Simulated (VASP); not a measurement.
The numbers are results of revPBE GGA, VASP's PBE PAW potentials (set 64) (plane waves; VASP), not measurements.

VASP ran on this input.

KPOINTS:
```
K-points
0
Gamma
 6 6 6
0 0 0
```

POSCAR:
```
CdTe
1
    0.0000000000     3.2821150000     3.2821150000
    3.2821150000     0.0000000000     3.2821150000
    3.2821150000     3.2821150000     0.0000000000
Cd Te
1 1
Direct
  0.0000000000   0.0000000000   0.0000000000
  0.2500000000   0.2500000000   0.2500000000
```

**INCAR**
```
! general
SYSTEM  = CdTe
PREC    = Accurate
ENCUT   = 300
LREAL   = .False.
LASPH   = .True.
NBANDS  = 73

! electronic loop
EDIFF   = 1E-6
NELM    = 100
ALGO    = Normal
LMAXMIX = 4

! smearing
ISMEAR  = -1
SIGMA   = 0.05

! functional
GGA     = RE

! ions
ISIF    = 2

! output
LWAVE   = .False.
LCHARG  = .False.
```

POTCAR, in this order: Cd Te (PBE.64 set). Program: vasp_std.

What will the output report for the number of irreducible k-points (NKPTS), largest plane-wave count, number of space-group operations, FFT grid (NGX, NGY, NGZ)?

The number of irreducible k-points (NKPTS) is 16 and the largest plane-wave count is 869. The number of space-group operations is 24 and the FFT grid (NGX, NGY, NGZ) is 28 × 28 × 28.

The structure comes from a computed database's CdTe entry; how it stands against other phases isn't given here. The cell was not relaxed at this level. The run is one of a series of settings (NBANDS = 73 against the base run), some of them coarse on purpose.
